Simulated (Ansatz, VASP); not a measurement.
## One calculation of Ca3Pt, two programs

```
Ca Pt
1.0
     4.78950    0.00000    0.00000
     0.00000    4.78950    0.00000
     0.00000    0.00000    4.78950
Ca Pt
3 1
Direct
  0.00000 0.50000 0.50000
  0.50000 0.00000 0.50000
  0.50000 0.50000 0.00000
  0.00000 0.00000 0.00000
```

Alike in both runs: functional PBE; k mesh 10 × 10 × 10; occupations gaussian, width 0.1 eV; no spin polarisation.

Ansatz relaxed the structure, and its values are those at the end. VASP's run is a single point on that final structure, the one shown.

|  | VASP | Ansatz |
| --- | --- | --- |
| version | VASP 6.6.1 | Ansatz 0.2.0 |
| potentials or method | VASP PAW PBE potentials, release 64 (Ca_sv, Pt) | scalar-relativistic, plane waves, PAW |
| plane-wave cutoff (eV) | 520 | 420 |
| valence electrons in the cell | 40 | 48 |

|  | VASP | Ansatz | Ansatz less VASP |
| --- | --- | --- | --- |
| gap on the k mesh at the Fermi level (eV) | none | none | - |
| pressure (GPa) | 0.0 | 0.0 | -0.04 |

A gap of «none» marks a metal or a gap that the smearing closes. With one functional, cell and mesh, what is left measures potentials, basis and numerics. The two sets of potentials don't hold the same shells in valence.

The runs have no spin-orbit coupling, so splittings on Pt are missing.
